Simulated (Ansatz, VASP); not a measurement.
## Te3P in VASP and in Ansatz

Contents of INCAR:

```
PREC = Accurate
ENCUT = 520
EDIFF = 1E-6
ISMEAR = 0
SIGMA = 0.1
LREAL = False
LASPH = True
NELM = 100
ALGO = Normal
ISIF = 2
LWAVE = False
LCHARG = False
GGA = PE
NBANDS = 20
```

KPOINTS

```
regular mesh
0
Gamma
  4 4 4
```

File POSCAR:

```
Te3P
1.0
    4.8387430662      0.0000000000      0.0000000000
    0.0000000000      4.8387430662      0.0000000000
    0.0000000000      0.0000000000      4.8387430662
Te P
3 1
Direct
    0.0000000000      0.5000000000      0.5000000000
    0.5000000000      0.0000000000      0.5000000000
    0.5000000000      0.5000000000      0.0000000000
    0.0000000000      0.0000000000      0.0000000000
```

Input for Ansatz:

```yaml
crystal:
  lattice:
    - [4.8387430662, 0.0, 0.0]
    - [0.0, 4.8387430662, 0.0]
    - [0.0, 0.0, 4.8387430662]
  atoms:
    - { symbol: Te, position: [0.0, 0.5, 0.5] }
    - { symbol: Te, position: [0.5, 0.0, 0.5] }
    - { symbol: Te, position: [0.5, 0.5, 0.0] }
    - { symbol: P, position: [0.0, 0.0, 0.0] }
basis:
  ecutwfc: 420
kpoints:
  mp_grid: { grid: [4, 4, 4] }
hamiltonian:
  xc: pbe
scf:
  occupations: { method: gaussian, width: 0.1 }
  lower_state_search: "off"
output:
  forces: true
  stress: true
  eigenvalues: true
```

Alike in both runs: task single point; functional PBE; k mesh 4 × 4 × 4; occupations gaussian, width 0.1 eV; no spin polarisation.

|  | VASP | Ansatz |
| --- | --- | --- |
| version | VASP 6.6.1 | Ansatz 0.2.0 |
| potentials or method | VASP PAW PBE potentials, release 64 (Te, P) | scalar-relativistic, plane waves, PAW |
| plane-wave cutoff (eV) | 520 | 420 |
| valence electrons in the cell | 23 | 53 |

VASP gave:

| Property | Result |
| --- | --- |
| gap on the k mesh at the Fermi level (eV) | none |
| pressure (GPa) | -5.9 |

Which values does Ansatz return?

gap on the k mesh at the Fermi level (eV): none; pressure (GPa): -5.8.

A gap of «none» marks a metal or a gap that the smearing closes. The two sets of potentials don't hold the same shells in valence.

Spin-orbit coupling is left out, which matters for the levels of Te.
